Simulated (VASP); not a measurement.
**Mg2ZnTeS2: relaxation of cell and atoms with PBE**

Mg2ZnTeS2:

```
Mg Zn Te S
1.0
     4.27399    0.00000    0.00000
    -2.13700    3.70138    0.00000
     0.00000    0.00000    9.30822
Mg Zn Te S
2 1 1 2
Direct
  0.33333 0.66667 0.50000
  0.66667 0.33333 0.50000
  0.00000 0.00000 0.00000
  0.00000 0.00000 0.50000
  0.00000 0.00000 0.80333
  0.00000 0.00000 0.19667
```

The cell was built by a generator and needn't be a form met in nature.

```json
{
  "Program": "VASP 6.6.1",
  "Task": "relaxation of cell and atoms",
  "Functional": "PBE",
  "Potentials or basis": "VASP PAW PBE potentials, release 64 (Mg, Zn, Te, S)",
  "Cutoff": "520 eV",
  "k mesh": "4 × 4 × 2",
  "Occupations": "gaussian, width 0.15 eV",
  "Spin": "no spin polarisation",
  "Further INCAR settings": "PREC = Normal; ALGO = Fast; EDIFF = 0.0001; IBRION = 2; EDIFFG = -0.08; NSW = 24; ISIF = 3"
}
```

```json
{
 "Relaxed volume": "38.00 Å³/atom",
 "Relaxed cell": "a = 5.223 Å, b = 5.223 Å, c = 9.651 Å, α = 90.00°, β = 90.00°, γ = 120.00°",
 "Space group after relaxing (to 0.05 Å)": "P6/mmm (No. 191)",
 "Energy gained by relaxing": "1069.7 meV/atom",
 "Ionic steps": "17",
 "Pressure after relaxing": "0.0 GPa",
 "Largest force after relaxing": "0.003 eV/Å",
 "Band gap on the k mesh": "none (metal or under the smearing width)"
}
```

Forces on the atoms (eV/Å):
```
Mg   0.000  0.000  0.000
Mg   0.000  0.000  0.000
Zn   0.000  0.000  0.000
Te   0.000  0.000  0.000
S    0.000  0.000 -0.003
S    0.000  0.000  0.003
```

Stress tensor (GPa, compression positive):
```
-0.10  0.00  0.00
 0.00 -0.10  0.00
 0.00  0.00  0.19
```

The path:
| step | energy change (eV) | largest force (eV/Å) | pressure (GPa) | volume (Å³) |
| --- | --- | --- | --- | --- |
| 1 | 0.0000 | 8.3457 | 30.23 | 147.25 |
| 2 | -4.4429 | 0.2832 | -3.39 | 269.59 |
| 3 | 6.2154 | 1.7595 | 2.67 | 208.45 |
| 4 | 0.0308 | 0.7806 | 2.14 | 217.10 |
| 5 | -5.0171 | 0.5392 | -2.28 | 242.40 |
| 6 | -5.2938 | 0.6001 | -0.66 | 223.58 |
| 7 | -5.3257 | 0.5882 | -0.39 | 219.97 |
| 8 | -6.3365 | 0.6696 | -0.84 | 233.33 |
| 9 | -6.3594 | 0.6480 | -0.76 | 235.16 |
| 10 | -6.3615 | 0.6554 | -0.76 | 235.81 |
| 11 | -6.4101 | 0.2754 | -0.21 | 229.03 |
| 12 | -6.4033 | 0.1221 | 0.55 | 223.95 |
| 13 | -6.4124 | 0.1224 | 0.22 | 226.82 |
| 14 | -6.4125 | 0.1257 | 0.24 | 227.05 |
| 15 | -6.4120 | 0.2018 | 0.12 | 228.04 |
| 16 | -6.4125 | 0.1647 | 0.26 | 227.40 |
| 17 | -6.4185 | 0.0031 | 0.00 | 228.02 |

Final structure:
```yaml
crystal:
  lattice:
    - [5.22310, 0.00000, 0.00000]
    - [-2.61155, 4.52334, 0.00000]
    - [0.00000, 0.00000, 9.65125]
  atoms:
    - { symbol: Mg, position: [0.33333, 0.66667, 0.50000] }
    - { symbol: Mg, position: [0.66667, 0.33333, 0.50000] }
    - { symbol: Zn, position: [0.00000, 0.00000, 0.00000] }
    - { symbol: Te, position: [0.00000, 0.00000, 0.50000] }
    - { symbol: S, position: [0.00000, 0.00000, 0.77533] }
    - { symbol: S, position: [0.00000, 0.00000, 0.22467] }
```

Levels at points of the mesh, in eV from the Fermi level:
| k point | band 14 | band 15 | band 16 | band 17 | band 18 | band 19 | band 20 | band 21 |
| --- | --- | --- | --- | --- | --- | --- | --- | --- |
| (0.00, 0.00, 0.00) | -0.63 | -0.63 | -0.57 | -0.57 | 0.35 | 0.35 | 0.97 | 2.76 |
| (0.50, 0.00, 0.00) | -1.36 | -1.11 | -0.76 | -0.70 | 1.78 | 2.41 | 2.57 | 3.38 |
| (0.00, 0.00, 0.50) | -0.99 | -0.99 | -0.47 | -0.15 | -0.15 | 0.35 | 0.35 | 2.10 |
| (0.50, 0.00, 0.50) | -1.44 | -1.13 | -0.60 | -0.26 | -0.02 | 2.09 | 2.42 | 3.22 |

It took 2.1 min on 1 thread of Intel(R) Xeon(R) 6975P-C (Granite Rapids), with other jobs on the host, peak memory 0.21 GiB.

Caveat: the k mesh is coarse (spacing up to 0.42 Å⁻¹), so the values aren't converged; the volume moved by over 15 % at a fixed basis, so the end points are rough; the relaxation stopped at a loose force limit of 0.08 eV/Å, so its end isn't a converged minimum. The run has no spin-orbit coupling, so splittings on Te are missing.
